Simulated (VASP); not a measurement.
Output of a VASP run:

**OSZICAR**
```
...
DAV:   1    -0.115844910003E+02   -0.37952E-04   -0.29860E-03  1648   0.352E-01    0.370E-02
DAV:   2    -0.115844967482E+02   -0.57478E-05   -0.13004E-04  1878   0.956E-02    0.214E-02
DAV:   3    -0.115844923099E+02    0.44383E-05   -0.57546E-06  1948   0.161E-02    0.687E-03
DAV:   4    -0.115844916451E+02    0.66474E-06   -0.12250E-06   815   0.783E-03
  11 F= -.11584492E+02 E0= -.11583998E+02  d E =-.101740E-02
       N       E                     dE             d eps       ncg     rms          rms(c)
DAV:   1    -0.115857772682E+02   -0.12850E-02   -0.57757E-02  1542   0.146E+00    0.148E-01
DAV:   2    -0.115856177579E+02    0.15951E-03   -0.21380E-03  1836   0.401E-01    0.624E-02
DAV:   3    -0.115854642846E+02    0.15347E-03   -0.30657E-04  1816   0.111E-01    0.184E-02
DAV:   4    -0.115854609272E+02    0.33574E-05   -0.15630E-05  2151   0.297E-02    0.183E-02
DAV:   5    -0.115854613169E+02   -0.38967E-06   -0.10929E-06   925   0.761E-03
  12 F= -.11585461E+02 E0= -.11585122E+02  d E =-.969672E-03
       N       E                     dE             d eps       ncg     rms          rms(c)
DAV:   1    -0.115879278506E+02   -0.24669E-02   -0.51938E-01  1543   0.439E+00    0.427E-01
DAV:   2    -0.115869620271E+02    0.96582E-03   -0.19180E-02  1894   0.120E+00    0.196E-01
DAV:   3    -0.115857409518E+02    0.12211E-02   -0.23330E-03  1850   0.308E-01    0.508E-02
DAV:   4    -0.115857051169E+02    0.35835E-04   -0.13911E-04  2117   0.863E-02    0.525E-02
DAV:   5    -0.115857046084E+02    0.50844E-06   -0.10711E-05  1974   0.231E-02    0.112E-02
DAV:   6    -0.115857051621E+02   -0.55372E-06   -0.96712E-07   834   0.855E-03
  13 F= -.11585705E+02 E0= -.11585461E+02  d E =-.121352E-02
       N       E                     dE             d eps       ncg     rms          rms(c)
DAV:   1    -0.115867376803E+02   -0.10331E-02   -0.12742E-01  1546   0.218E+00    0.210E-01
DAV:   2    -0.115865501979E+02    0.18748E-03   -0.48277E-03  1900   0.600E-01    0.101E-01
DAV:   3    -0.115862639431E+02    0.28625E-03   -0.51027E-04  1808   0.144E-01    0.238E-02
DAV:   4    -0.115862522949E+02    0.11648E-04   -0.35314E-05  2140   0.420E-02    0.233E-02
DAV:   5    -0.115862502851E+02    0.20098E-05   -0.21673E-06  1385   0.108E-02    0.536E-03
DAV:   6    -0.115862499929E+02    0.29219E-06   -0.27585E-07   791   0.459E-03
  14 F= -.11586250E+02 E0= -.11586005E+02  d E =-.175835E-02
       N       E                     dE             d eps       ncg     rms          rms(c)
DAV:   1    -0.115871626704E+02   -0.91239E-03   -0.33056E-02  1876   0.116E+00    0.218E-01
DAV:   2    -0.115865229067E+02    0.63976E-03   -0.67894E-04  1739   0.200E-01    0.117E-01
DAV:   3    -0.115862383034E+02    0.28460E-03   -0.59779E-04  1798   0.149E-01    0.285E-02
DAV:   4    -0.115862388604E+02   -0.55701E-06   -0.38383E-06  2006   0.176E-02
  15 F= -.11586239E+02 E0= -.11586019E+02  d E =0.111325E-04
       N       E                     dE             d eps       ncg     rms          rms(c)
DAV:   1    -0.115867122709E+02   -0.47397E-03   -0.84632E-03  1875   0.587E-01    0.109E-01
DAV:   2    -0.115865507590E+02    0.16151E-03   -0.17266E-04  1723   0.101E-01    0.589E-02
DAV:   3    -0.115864772127E+02    0.73546E-04   -0.15117E-04  1807   0.750E-02    0.139E-02
DAV:   4    -0.115864764799E+02    0.73276E-06   -0.95759E-07  1674   0.883E-03
  16 F= -.11586476E+02 E0= -.11586251E+02  d E =-.226487E-03
```

File OUTCAR:
```
------------------------ aborting loop because EDIFF is reached ----------------------------------------
  FORCE on cell =-STRESS in cart. coord.  units (eV):
  Direction    XX          YY          ZZ          XY          YZ          ZX
  --------------------------------------------------------------------------------------
  Total       -0.0069805     -0.0069805      0.0183731      0.0000000     -0.0000000      0.0000000
  in kB       -0.3708892     -0.3708890      0.9762049      0.0000000     -0.0000001      0.0000000
  external PRESSURE =       0.0781422 kB  Pullay stress =       0.0000000 kB
  volume of cell :       30.15
      direct lattice vectors                 reciprocal lattice vectors
     1.717155758  0.991399752  2.952174800     0.291179177  0.168112415  0.112911130
    -1.717155758  0.991399752  2.952174800    -0.291179177  0.168112415  0.112911130
     0.000000000 -1.982800573  2.952174797     0.000000000 -0.336224831  0.112911069
 POSITION                                       TOTAL-FORCE (eV/Angst)
 -----------------------------------------------------------------------------------
      0.00000     -0.00000      2.06604         0.000000     -0.000000      0.007779
      0.00000     -0.00000      6.79049        -0.000000      0.000000     -0.007779
 -----------------------------------------------------------------------------------
    total drift:                                0.000000      0.000000     -0.000000
  FREE ENERGIE OF THE ION-ELECTRON SYSTEM (eV)
  ---------------------------------------------------
  free  energy   TOTEN  =       -11.5864764799 eV

  energy  without entropy=      -11.5860256845  energy(sigma->0) =      -11.58625108

 reached required accuracy - stopping structural energy minimisation
```
(Selected blocks of OUTCAR.)

File POSCAR:
```
P
1
    1.5985920000     0.9229470000     2.9643930000
   -1.5985920000     0.9229470000     2.9643930000
    0.0000000000    -1.8458950000     2.9643930000
P
2
Direct
  0.2275400000   0.2275400000   0.2275400000
  0.7724600000   0.7724600000   0.7724600000
```

Write an INCAR and KPOINTS that could have produced this output.

One answer among several that fit: the input of the run itself, PBEsol GGA, plane waves, VASP's PBE PAW potentials (set 64).

KPOINTS:
```
Automatic mesh
0
Gamma
9 9 9
0 0 0
```

### INCAR
```
# general
SYSTEM = P
PREC   = Accurate
ENCUT  = 400
LREAL  = F
LASPH  = T

# electronic loop
EDIFF  = 1E-6
NELM   = 100
ALGO   = Normal

# smearing
ISMEAR = 0
SIGMA  = 0.05

# functional
GGA    = PS

# ions
IBRION = 2
NSW    = 60
ISIF   = 3
EDIFFG = -0.01

# output
LWAVE  = F
LCHARG = F
```

POTCAR, in this order: P (PBE.64 set). Program: vasp_std.

Energy and stress use the plane-wave basis of the starting cell.

The structure was generated: P was put into the A7 type (R-3m), which need not be its known phase. This run relaxes it. Symmetry was kept, so distortions that lower it aren't found.
